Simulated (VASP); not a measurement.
Data:

```yaml
crystal:
  lattice:
    - [2.72302, 0.00000, 0.00000]
    - [0.00000, 2.72302, 0.00000]
    - [0.00000, 0.00000, 2.72302]
  atoms:
    - { symbol: Pd, position: [0.00000, 0.00000, 0.00000] }
    - { symbol: C, position: [0.50000, 0.50000, 0.50000] }
```

Computed with PBE GGA, VASP's PBE PAW potentials (set 64) (plane waves; VASP). Settings: 520 eV cut-off, 9×9×9 Γ-centred mesh, Gaussian smearing of 0.050 eV, potentials Pd C.

Question: What does the run give for the energy per atom (σ→0), pressure, band gap (on the k-mesh) with the smallest direct gap where there is one?

Answer: 
| Property | Result |
|---|---|
| band gap (on the k-mesh) | none (metal, semimetal or under 0.01 eV) |
| energy per atom (σ→0) | -5.385 eV/atom |
| pressure | 12.35 GPa |

Total energies compare only between runs with the same potentials, cut-off and functional.

The structure was generated: PdC was put into the CsCl type (Pm-3m), which need not be its known phase. The cell was not relaxed at this level.
